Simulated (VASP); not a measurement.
**W: energy against volume**

W (bcc, Im-3m, 15.735 Å³/atom and stress up to 0.27 GPa in the relaxed cell, cube axes along x, y and z) under an equal strain ε along all three axes. PBEsol in VASP (plane waves, PAW), 480 eV, 20×20×20 Γ-centred mesh, Methfessel-Paxton smearing 0.10 eV.

Here V stands for volume and E for E less E0.

| volume (Å³/atom) | E less E0 (meV/atom) | pressure (GPa) |
|---|---|---|
| 14.3605 | ? | ? |
| 14.8092 | 60.39 | 22.13 |
| 15.0370 | 33.25 | 15.96 |
| 15.2672 | 14.39 | 10.19 |
| 15.4997 | 3.42 | 4.80 |
| 15.7345 | 0.00 | -0.27 |
| 15.9717 | 3.84 | -5.03 |
| 16.2113 | 14.61 | -9.47 |
| 16.4533 | 31.95 | -13.60 |
| 16.6976 | 55.52 | -17.43 |

Question: Fit E against V with the third-order Birch-Murnaghan form, a cubic in V^(-2/3), and predict the withheld value at V = 14.3605.

Answer: With u = V^(-2/3) - 0.159, the rows have u = 0.006823, 0.005144, 0.003490, 0.001861, 0.000257, -0.001324, -0.002881, -0.004416, -0.005927. Least squares gives E = 0.164 - 904.55·u + 1424942·u² + 220082·u³. Residuals (row less fit): -0.008, 0.004, 0.018, 0.003, -0.026, -0.019, 0.018, 0.023, -0.017; standard error 0.022 (degrees of freedom: 5). Its minimum lies at u = 0.000317, so V0 = (0.159317)^(-3/2) = 15.73. There d²E/du² = 2850000 and d³E/du³ = 1320000, so B0 = (4/9) × 15.73^(-7/3) × 2850000 × 0.160218 = 328 GPa (the last factor turns the table's units into GPa), and B0' = 4 + (2/3) × 0.159317 × (1320000)/2850000 = 4.0. B0' rests on the cubic coefficient alone and has a standard error of 0.1 from these residuals. At the withheld row, u = 0.010260, so E = 0.164 - 904.55 × 0.010260 + 1424942 × 0.010260² + 220082 × 0.010260³ = 141.121 meV/atom. The calculation gives 141.24 meV/atom, 0.119 meV/atom above the prediction (0.1 % of the range of E in the table). The row lies outside the fitted rows, so this is an extrapolation. From the scatter of the fitted rows alone, a prediction at this place has a standard error of 0.108 meV/atom, so the miss is 1.1 times that.

In a metal these values are sensitive to mesh and smearing; energies are taken to zero smearing, stresses follow the free energy. Spin-orbit coupling is left out, which can shift these values for the heavy elements here. Other structures, which can take over under pressure, weren't tried. The same form fitted to the pressure column gives B0' = 4.1; series where the two differ by over 0.4 aren't shown. Rows are the converged runs of the series near zero and its far end, less any whose ions stayed unrelaxed beside relaxed ones; series whose fitted rows scatter by over a few per cent of the range, as at a crossing or softening among them, aren't shown in this form.
